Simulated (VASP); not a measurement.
Here is a VASP 6.6.1 calculation.

INCAR

```
PREC = Accurate
ENCUT = 520
EDIFF = 1E-6
ISMEAR = 1
SIGMA = 0.1
LREAL = F
LASPH = T
NELM = 100
ALGO = Normal
ISIF = 2
LWAVE = F
LCHARG = F
NBANDS = 24
```

Contents of KPOINTS:

```
regular mesh
0
Gamma
  7 7 7
```

The input POSCAR:

```
YB6
1.0
    4.2198786412      0.0000000000      0.0000000000
    0.0000000000      4.2198786412      0.0000000000
    0.0000000000      0.0000000000      4.2198786412
Y B
1 6
Direct
    0.0000000000      0.0000000000      0.0000000000
    0.2070000000      0.5000000000      0.5000000000
    0.5000000000      0.2070000000      0.5000000000
    0.7930000000      0.5000000000      0.5000000000
    0.5000000000      0.7930000000      0.5000000000
    0.5000000000      0.5000000000      0.2070000000
    0.5000000000      0.5000000000      0.7930000000
```

Potentials or basis: VASP PAW LDA potentials, release 64 (Y_sv, B).

Run with:

```console
$ cat potpaw_LDA.64/Y_sv/POTCAR potpaw_LDA.64/B/POTCAR > POTCAR
$ mpirun -np 1 vasp_std > vasp.out
```

(1) What does it give for the band gap on the k mesh?

(2) What does it give for the pressure?

(3) Predict the largest force.

Answers

(1) none (metal or under the smearing width).

(2) -17.0 GPa.

(3) 1.348 eV/Å.

Caveat: so large a pressure means that the cell lies far from this level's equilibrium, or that cutoff or potentials fall short; forces of over 1 eV/Å show positions far from the minimum, so gaps and moduli don't describe the material at rest.
